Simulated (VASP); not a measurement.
AlN: stress against strain

AlN (wurtzite, P6_3mc, 10.387 Å³/atom and stress up to 0.06 GPa in the relaxed cell, c along z) under an equal strain ε along x and y, with z held. r2SCAN in VASP (plane waves, PAW), 600 eV, 12×12×6 Γ-centred mesh, Gaussian smearing 0.05 eV; ions are relaxed, or left where forces stay under 0.02 eV/Å, within the symmetry of each cell. Stress is positive for a compressed cell.

Here s stands for strain and y for stress xx.

```
strain (%)  stress xx (GPa)
----------  ---------------
-3.00                     ?
-1.50                  8.78
-1.00                  5.71
-0.50                  2.77
0.00                  -0.02
0.50                  -2.74
1.00                  -5.32
1.50                  -7.79
```

Fit y of the 7 rows that show it with a straight line. Means: s 0, y 0.199. About the means, the sum of products is -38.640 and the sum of squares of s is 7.0000; the slope is their ratio. Least squares gives y = 0.199 - 5.5200·s. Residuals (row less fit): 0.301, -0.009, -0.189, -0.219, -0.179, 0.001, 0.291; standard error 0.241 (degrees of freedom: 5). The slope gives the elastic constants C11 + C12 = 552 ± 9 GPa (± standard error of the fit, which holds the terms cut off).

Question: Estimate the missing y (s = -3.00); what did the run itself give?

Answer: y = 0.199 - 5.5200 × (-3.0) = 16.759 GPa. The calculation gives 18.76 GPa, 2.001 GPa above the prediction (7.5 % of the range of y in the table). The row lies outside the fitted rows, so this is an extrapolation. From the scatter of the fitted rows alone, a prediction at this place has a standard error of 0.376 GPa, so the miss is 5.3 times that.

A polynomial of degree 2 through the 11 other runs of the series gives 18.70 there, so most of the miss is curvature that the fit leaves out. Rows are the converged runs of the series near zero and its far end, less any whose ions stayed unrelaxed beside relaxed ones; series whose fitted rows scatter by over a few per cent of the range, as at a crossing or softening among them, aren't shown in this form. Most that stay on the fit to the last digits aren't either.
